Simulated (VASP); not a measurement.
# Band-edge properties of SiW (Fm-3m)

The runs below take SiW at its given cell and follow the band edges through several levels. The cell is generated by rule, not measured, and may not be a known phase.

Calculated with VASP 6.6.1; PBE; plane waves and PAW (W, Si), in the first sound run; inputs show where later runs differ.

The structure was built from a prototype and need not be the compound's stable phase.

## 1. Set-up

Symmetry: Fm-3m, No. 225, cubic system. Conventional cell: a = 5.520 Å, b = 5.520 Å, c = 5.520 Å, α = 90.00°, β = 90.00°, γ = 90.00°. Nearest to W lie 6 Si at 2.76 Å. Nearest to Si lie 6 W at 2.76 Å. Farther neighbours are not listed.

Coordinates:

```
W Si
1.0
     0.00000    2.76000    2.76000
     2.76000    0.00000    2.76000
     2.76000    2.76000    0.00000
W Si
1 1
Direct
  0.00000 0.00000 0.00000
  0.50000 0.50000 0.50000
```

## 2. Relaxation of the atoms

The cell is kept as given; the atoms are relaxed first, so that no residual force shifts the band edges.

INCAR reads:

```
SYSTEM = SiW
PREC = Accurate
ENCUT = 400
EDIFF = 1E-06
NELM = 100
ISMEAR = 0
SIGMA = 0.02
LREAL = .FALSE.
ALGO = Normal
GGA = PE
NBANDS = 11
LASPH = .TRUE.
LORBIT = 11
LWAVE = .FALSE.
LCHARG = .FALSE.
KPAR = 4
IBRION = 2
NSW = 40
ISIF = 2
EDIFFG = -0.005
```

POSCAR reads:

```
SiW
1.0
    0.0000000000      2.7600000000      2.7600000000
    2.7600000000      0.0000000000      2.7600000000
    2.7600000000      2.7600000000      0.0000000000
W Si
1 1
Direct
    0.0000000000      0.0000000000      0.0000000000
    0.5000000000      0.5000000000      0.5000000000
```

KPOINTS reads:

```
Automatic mesh
0
Gamma
8 8 8
0 0 0
```

The projector-augmented-wave data sets are W and Si (PBE family, release 64).

Started as:

```sh
> mpirun -np 4 vasp_std
```

Log:

```text
[banner, memory and clock lines left out]
running    4 mpi-ranks, on    1 nodes
 distrk:  each k-point on    1 cores,    4 groups
 distr:  one band on    1 cores,    1 groups

 POSCAR found type information on POSCAR W Si
 POSCAR found :  2 types and       2 ions
 LDA part: xc-table for (Slater+PW92), standard interpolation
 POSCAR, INCAR and KPOINTS ok, starting setup
 FFT: planning ... GRIDC
 FFT: planning ... GRID_SOFT
 FFT: planning ... GRID
 WAVECAR not read
 entering main loop
       N       E                     dE             d eps       ncg     rms          rms(c)
DAV:   1     0.873771062097E+01    0.87377E+01   -0.36670E+03   638   0.604E+02
DAV:   2    -0.165443403009E+02   -0.25282E+02   -0.23826E+02   869   0.123E+02
DAV:   3    -0.176381021665E+02   -0.10938E+01   -0.10620E+01   800   0.215E+01
DAV:   4    -0.176491182523E+02   -0.11016E-01   -0.11009E-01   802   0.239E+00
DAV:   5    -0.176492217891E+02   -0.10354E-03   -0.10352E-03   809   0.215E-01    0.127E+01
DAV:   6    -0.160500509401E+02    0.15992E+01   -0.80750E+00   813   0.134E+01    0.239E+00
DAV:   7    -0.160189516386E+02    0.31099E-01   -0.35056E-01   725   0.388E+00    0.233E+00
DAV:   8    -0.160061395322E+02    0.12812E-01   -0.55774E-02   733   0.129E+00    0.533E-01
DAV:   9    -0.160048433203E+02    0.12962E-02   -0.43601E-03   713   0.340E-01    0.199E-01
DAV:  10    -0.160049208152E+02   -0.77495E-04   -0.23756E-04   784   0.979E-02    0.376E-02
DAV:  11    -0.160049155541E+02    0.52611E-05   -0.16092E-05   742   0.248E-02    0.740E-03
DAV:  12    -0.160049141686E+02    0.13855E-05   -0.53972E-07   478   0.503E-03    0.150E-03
DAV:  13    -0.160049141014E+02    0.67230E-07   -0.61328E-08   415   0.165E-03
   1 F= -.16004914E+02 E0= -.16004502E+02  d E =-.160049E+02
 curvature:   0.00 expect dE= 0.000E+00 dE for cont linesearch  0.000E+00
 trial: gam= 0.00000 g(F)=  0.543E-64 g(S)=  0.000E+00 ort = 0.000E+00 (trialstep = 0.100E+01)
 search vector abs. value=  0.100E-09
 reached required accuracy - stopping structural energy minimisation
```

Elapsed: 6.2 s, on 4 MPI ranks of AMD EPYC 7R43, shared host; peak memory 0.47 GiB.

The logs omit lines about the potential files and the build; timing stands in the text.

Parts of OUTCAR (step 2):

```text
ion  position               nearest neighbor table
   1  0.000  0.000  0.000-   2 2.76   2 2.76   2 2.76   2 2.76   2 2.76   2 2.76
   2  0.500  0.500  0.500-   1 2.76   1 2.76   1 2.76   1 2.76   1 2.76   1 2.76

  LATTYP: Found a face centered cubic cell.
 ALAT       =     5.5200000000

 Subroutine GETGRP returns: Found 48 space group operations
 (whereof 48 operations were pure point group operations)

The static configuration has the point symmetry O_h .

 Found     29 irreducible k-points:

   k-points           NKPTS =     29   k-points in BZ     NKDIM =     29   number of bands    NBANDS=     11

   dimension x,y,z NGX =    28 NGY =   28 NGZ =   28
   dimension x,y,z NGXF=    56 NGYF=   56 NGZF=   56

   ENCUT  =  400.0 eV  29.40 Ry    5.42 a.u.   6.37  6.37  6.37*2*pi/ulx,y,z

   NELECT =      10.0000    total number of electrons

 k-points in reciprocal lattice and weights: Automatic mesh
   0.00000000  0.00000000  0.00000000       0.002
   0.12500000  0.00000000  0.00000000       0.016
   0.25000000  0.00000000  0.00000000       0.016
   0.37500000  0.00000000  0.00000000       0.016
   0.50000000  0.00000000  0.00000000       0.008
   0.12500000  0.12500000  0.00000000       0.012
   0.25000000  0.12500000  0.00000000       0.047
   0.37500000  0.12500000  0.00000000       0.047
   0.50000000  0.12500000  0.00000000       0.047
[...]
-0.37500000  0.50000000  0.12500000       0.023
  -0.25000000  0.50000000  0.25000000       0.012

 average (electrostatic) potential at core
       1 -41.1887       2 -84.1436

 E-fermi :   5.3387

 k-point     1 :       0.0000    0.0000    0.0000
  band No.  band energies     occupation
    ...
      2       4.0729      2.00000
      3       4.0729      2.00000
      4       4.0729      2.00000
      5       4.3422      2.00000
      6       4.3422      2.00000
      7       7.2245      0.00000
      8       7.2245      0.00000
      9       7.2245      0.00000
     10      11.1901      0.00000
     11      14.0205      0.00000

 k-point     2 :       0.1250    0.0000    0.0000
  band No.  band energies     occupation
    ...
      2       3.6499      2.00000
      3       3.8263      2.00000
      4       3.8263      2.00000
      5       4.3155      2.00000
      6       4.3155      2.00000
      7       6.6213      0.00000
      8       7.9311      0.00000
      9       7.9311      0.00000
     10      12.1699      0.00000
     11      13.9774      0.00000

 k-point     3 :       0.2500    0.0000    0.0000
  band No.  band energies     occupation
    ...
      2       2.3874      2.00000
      3       3.1203      2.00000
      4       3.1203      2.00000
      5       4.7955      2.00000
      6       4.7955      2.00000
      7       6.0780      0.00000
      8       9.3382      0.00000
      9       9.3382      0.00000
     10      11.8695      0.00000
     11      14.3134      0.00000

  Total       -7.7222058     -7.7222058     -7.7222058     -0.0000000     -0.0000000      0.0000000
  in kB     -294.2352590   -294.2352590   -294.2352590     -0.0000000     -0.0000000      0.0000000
  external PRESSURE =    -294.2352590 kB  Pullay stress =       0.0000000 kB

  energy-cutoff  :      400.00
  volume of cell :       42.05
      direct lattice vectors                 reciprocal lattice vectors
     0.000000000  2.760000000  2.760000000    -0.181159420  0.181159420  0.181159420
     2.760000000  0.000000000  2.760000000     0.181159420 -0.181159420  0.181159420
     2.760000000  2.760000000  0.000000000     0.181159420  0.181159420 -0.181159420

 POSITION                                       TOTAL-FORCE (eV/Angst)
 -----------------------------------------------------------------------------------
      0.00000      0.00000      0.00000         0.000000      0.000000      0.000000
      2.76000      2.76000      2.76000        -0.000000      0.000000     -0.000000
 -----------------------------------------------------------------------------------
    total drift:                                0.000000      0.000000      0.000000

  FREE ENERGIE OF THE ION-ELECTRON SYSTEM (eV)
  ---------------------------------------------------
  free  energy   TOTEN  =       -16.0049141014 eV

  energy  without entropy=      -16.0040900858  energy(sigma->0) =      -16.00450209

 reached required accuracy - stopping structural energy minimisation

 total charge
# of ion       s       p       d       tot
------------------------------------------
    1        0.479   0.330   3.830   4.638
    2        0.753   0.808   0.000   1.561
--------------------------------------------------
tot          1.232   1.138   3.830   6.199

[... 3 further parts left out ...]
```

CONTCAR:

```
SiW
   1.00000000000000
     0.0000000000000000    2.7599999999999998    2.7599999999999998
     2.7599999999999998    0.0000000000000000    2.7599999999999998
     2.7599999999999998    2.7599999999999998    0.0000000000000000
  W               Si
     1     1
Direct
     0.0000000000000000    0.0000000000000000    0.0000000000000000
     0.5000000000000000    0.5000000000000000    0.5000000000000000
```

The k-mesh is coarse for a metal. The data set W keeps the semicore shell frozen, which is cheaper and a little less accurate. The run keeps the 48 symmetry operations of its start, so it cannot find a distortion of lower symmetry.

The forces vanish from the start, and no atom moves.

Numbers from this step:

```
SCF cycles              : 13
electrons               : 10
bands                   : 11
irreducible k-points    : 29
symmetry operations     : 48
free energy (TOTEN)     : -16.00 eV
energy at zero smearing : -16.00 eV
Fermi energy            : 5.339 eV
pressure                : -29.42 GPa
metallic                : yes
```

## 3. Bands on a dense mesh

A dense even mesh and a path are solved together, since either alone can miss a band edge.

Changes to INCAR since step 2:

```diff
@@ -10,3 +10,3 @@
 GGA = PE
-NBANDS = 11
+NBANDS = 17
 LASPH = .TRUE.
@@ -16,5 +16,2 @@
 KPAR = 4
-IBRION = 2
-NSW = 40
 ISIF = 2
-EDIFFG = -0.005
```

POSCAR is that of step 2.

KPOINTS reads:

```
Automatic mesh
0
Gamma
12 12 12
0 0 0
```

KPOINTS_OPT reads:

```
Line mode
24
Line-mode
Reciprocal
  0.00000000   0.00000000   0.00000000 GAMMA
  0.50000000   0.00000000   0.50000000 X

  0.50000000   0.00000000   0.50000000 X
  0.50000000   0.25000000   0.75000000 W

  0.50000000   0.25000000   0.75000000 W
  0.37500000   0.37500000   0.75000000 K

  0.37500000   0.37500000   0.75000000 K
  0.00000000   0.00000000   0.00000000 GAMMA

  0.00000000   0.00000000   0.00000000 GAMMA
  0.50000000   0.50000000   0.50000000 L

  0.50000000   0.50000000   0.50000000 L
  0.62500000   0.25000000   0.62500000 U

  0.62500000   0.25000000   0.62500000 U
  0.50000000   0.25000000   0.75000000 W

  0.50000000   0.25000000   0.75000000 W
  0.50000000   0.50000000   0.50000000 L

  0.50000000   0.50000000   0.50000000 L
  0.37500000   0.37500000   0.75000000 K

  0.62500000   0.25000000   0.62500000 U
  0.50000000   0.00000000   0.50000000 X
```

Started as:

```sh
> mpirun -np 4 vasp_std
```

Log:

```text
[... set-up lines as in an earlier step ...]
 entering main loop
       N       E                     dE             d eps       ncg     rms          rms(c)
DAV:   1     0.756923707539E+01    0.75692E+01   -0.33442E+03  2464   0.388E+02
DAV:   2    -0.167881371339E+02   -0.24357E+02   -0.22405E+02  3183   0.929E+01
DAV:   3    -0.176389711299E+02   -0.85083E+00   -0.83802E+00  3036   0.135E+01
DAV:   4    -0.176433906774E+02   -0.44195E-02   -0.44185E-02  3024   0.122E+00
DAV:   5    -0.176434218836E+02   -0.31206E-04   -0.31205E-04  3037   0.101E-01    0.127E+01
DAV:   6    -0.160665448876E+02    0.15769E+01   -0.50982E+00  3150   0.868E+00    0.238E+00
DAV:   7    -0.160325650025E+02    0.33980E-01   -0.27369E-01  2647   0.259E+00    0.238E+00
DAV:   8    -0.160184100672E+02    0.14155E-01   -0.38469E-02  2935   0.898E-01    0.652E-01
DAV:   9    -0.160173721898E+02    0.10379E-02   -0.27238E-03  2783   0.239E-01    0.213E-01
DAV:  10    -0.160174432214E+02   -0.71032E-04   -0.17083E-04  3098   0.559E-02    0.646E-02
DAV:  11    -0.160174287388E+02    0.14483E-04   -0.25512E-05  3039   0.233E-02    0.101E-02
DAV:  12    -0.160174269387E+02    0.18001E-05   -0.12194E-06  2376   0.465E-03    0.184E-03
DAV:  13    -0.160174268756E+02    0.63083E-07   -0.64563E-08  1392   0.136E-03
   1 F= -.16017427E+02 E0= -.16017021E+02  d E =-.811236E-03
 Start KPOINTS_OPT (optional k-point list driver)
k-point batch [1-72\240]
       N       E                     dE             ncg
DAV:   1     0.326905666779E+04   -0.16642E+05     2448
DAV:   2     0.153908715004E+04   -0.17300E+04     3222
DAV:   3     0.148049266456E+04   -0.58594E+02     3113
DAV:   4     0.148017227081E+04   -0.32039E+00     3124
DAV:   5     0.148016987740E+04   -0.23934E-02     2972
DAV:   6     0.148016985333E+04   -0.24070E-04     3178
DAV:   7     0.148016985308E+04   -0.25086E-06     2494
[...]
k-point batch [217-240\240]
       N       E                     dE             ncg
DAV:   1     0.155462633903E+05   -0.69348E+04      816
DAV:   2     0.149703989679E+05   -0.57586E+03     1098
DAV:   3     0.149525247317E+05   -0.17874E+02     1009
DAV:   4     0.149524236175E+05   -0.10111E+00     1093
DAV:   5     0.149524228251E+05   -0.79240E-03     1006
DAV:   6     0.149524228168E+05   -0.83036E-05     1101
DAV:   7     0.149524228167E+05   -0.88388E-07      827
```

The job ended after 32 s (4 MPI ranks; peak memory 0.6 GiB).

Parts of OUTCAR (step 3):

```text
The static configuration has the point symmetry O_h .

 Found     72 irreducible k-points:

   k-points           NKPTS =     72   k-points in BZ     NKDIM =     72   number of bands    NBANDS=     17

   NELECT =      10.0000    total number of electrons

 E-fermi :   5.2836

 k-point     1 :       0.0000    0.0000    0.0000
  band No.  band energies     occupation
    ...
      2       4.0675      2.00000
      3       4.0675      2.00000
      4       4.0675      2.00000
      5       4.3355      2.00000
      6       4.3355      2.00000
      7       7.2233      0.00000
      8       7.2233      0.00000
      9       7.2233      0.00000
     10      11.1882      0.00000
     11      14.0237      0.00000
    ...

 k-point     2 :       0.0833    0.0000    0.0000
  band No.  band energies     occupation
    ...
      2       3.8838      2.00000
      3       4.0132      2.00000
      4       4.0132      2.00000
      5       4.2430      2.00000
      6       4.2430      2.00000
      7       6.8963      0.00000
      8       7.5649      0.00000
      9       7.5649      0.00000
     10      11.6924      0.00000
     11      14.0600      0.00000
    ...

  Total       -7.7315783     -7.7315783     -7.7315783      0.0000000      0.0000000     -0.0000000
  in kB     -294.5923737   -294.5923737   -294.5923737      0.0000000      0.0000000     -0.0000000
  external PRESSURE =    -294.5923737 kB  Pullay stress =       0.0000000 kB

 POSITION                                       TOTAL-FORCE (eV/Angst)
 -----------------------------------------------------------------------------------
      0.00000      0.00000      0.00000         0.000000      0.000000      0.000000
      2.76000      2.76000      2.76000         0.000000      0.000000     -0.000000
 -----------------------------------------------------------------------------------
    total drift:                                0.000000      0.000000      0.000000

  FREE ENERGIE OF THE ION-ELECTRON SYSTEM (eV)
  ---------------------------------------------------
  free  energy   TOTEN  =       -16.0174268756 eV

  energy  without entropy=      -16.0166156394  energy(sigma->0) =      -16.01702126

 total charge
# of ion       s       p       d       tot
------------------------------------------
    1        0.485   0.329   3.824   4.638
    2        0.752   0.808   0.000   1.560
--------------------------------------------------
tot          1.237   1.138   3.824   6.199

[... 6 parts as in an earlier step ...]

[... 6 further parts left out ...]
```

This step gave:

| Item | Value |
| --- | --- |
| bands | 17 |
| irreducible k-points | 72 |
| free energy (TOTEN) | -16.02 eV |
| energy at zero smearing | -16.02 eV |
| Fermi energy | 5.284 eV |
| pressure | -29.46 GPa |

Electronic bands along the path, in eV, zero at the Fermi level; # counts the bands kept:

```
          point     #2     #3     #4     #5     #6    #7    #8    #9
              Γ  -1.22  -1.22  -1.22  -0.95  -0.95  1.94  1.94  1.94
0.52 of the way  -3.40  -1.98  -1.13  -1.13  -0.58  2.19  2.19  2.85
              X  -3.37  -2.53  -0.31  -0.31  -0.22  0.46  0.89  0.89
0.48 of the way  -3.34  -2.78  -2.21   0.12   0.13  0.90  0.95  1.71
              W  -3.25  -3.17  -3.17   0.16   0.80  0.80  0.90  2.11
0.48 of the way  -3.60  -3.26  -2.54  -0.26   0.67  1.03  1.19  2.26
              K  -3.76  -3.29  -2.05  -0.79   0.60  1.33  1.36  2.53
0.48 of the way  -3.49  -2.49  -2.48  -0.51   0.13  1.26  2.36  6.02
              Γ  -1.22  -1.22  -1.22  -0.95  -0.95  1.94  1.94  1.94
0.48 of the way  -2.76  -2.11  -2.11  -0.55  -0.55  0.81  3.92  3.92
              L  -5.63  -2.85  -2.85   0.44   0.44  0.88  4.20  5.94
0.52 of the way  -5.02  -3.00  -2.58   0.11   0.43  0.70  3.29  4.24
              U  -3.76  -3.29  -2.05  -0.79   0.60  1.33  1.36  2.53
0.52 of the way  -3.60  -3.26  -2.54  -0.26   0.67  1.03  1.19  2.26
              W  -3.25  -3.17  -3.17   0.16   0.80  0.80  0.90  2.11
0.52 of the way  -4.95  -2.99  -2.60   0.19   0.37  0.67  3.37  3.61
              L  -5.63  -2.85  -2.85   0.44   0.44  0.88  4.20  5.94
0.48 of the way  -5.12  -2.97  -2.62   0.18   0.43  0.69  3.51  4.40
              K  -3.76  -3.29  -2.05  -0.79   0.60  1.33  1.36  2.53
      jump to U  -3.76  -3.29  -2.05  -0.79   0.60  1.33  1.36  2.53
0.48 of the way  -3.36  -2.82  -1.34  -0.95   0.81  1.02  1.08  1.13
              X  -3.37  -2.53  -0.31  -0.31  -0.22  0.46  0.89  0.89
```

Of the projections kept (W, Si), the largest for each band there; the rest of the weight can lie on other orbitals:

```
point      #2      #3       #4       #5      #6       #7       #8       #9
    Γ  W 1.00  W 1.00   W 1.00   W 1.00  W 1.00  Si 0.84  Si 0.84  Si 0.84
    X  W 0.51  W 1.00  Si 0.64  Si 0.64  W 1.00   W 1.00   W 1.00   W 1.00
    W  W 0.75  W 0.73   W 0.73   W 1.00  W 0.87   W 0.87   W 1.00   W 0.89
    K  W 0.76  W 0.63   W 0.78   W 0.94  W 1.00   W 0.95   W 0.93   W 0.81
    Γ  W 1.00  W 1.00   W 1.00   W 1.00  W 1.00  Si 0.84  Si 0.84  Si 0.84
    L  W 0.75  W 0.81   W 0.81   W 0.99  W 0.99   W 0.98  Si 0.58   W 1.00
```

At -29.5 GPa the cell is away from the equilibrium volume of this level: left free, it would shrink.

[end of part 1 of 3]

[Lines on the potential files, build, host, timing and source positions are cut from VASP's logs without a mark.]

[Logs are printed without paths, hosts, clocks, repeated set-up lines and the standing remarks that a program may print on its own settings, such as how far it seeks lower states.]

[Hosts, paths, dates, database ids (printed as entryN), source tags and the programs' standing remarks are cut or masked in the printed files.]

[In band tables of VASP the shares of atoms and orbitals are scaled to a sum of 1 inside the atoms' spheres.]

[Gaps and slopes under strain along one axis are those of the sampled path and mesh points; where strain splits equal valleys, another of them can be the edge.]
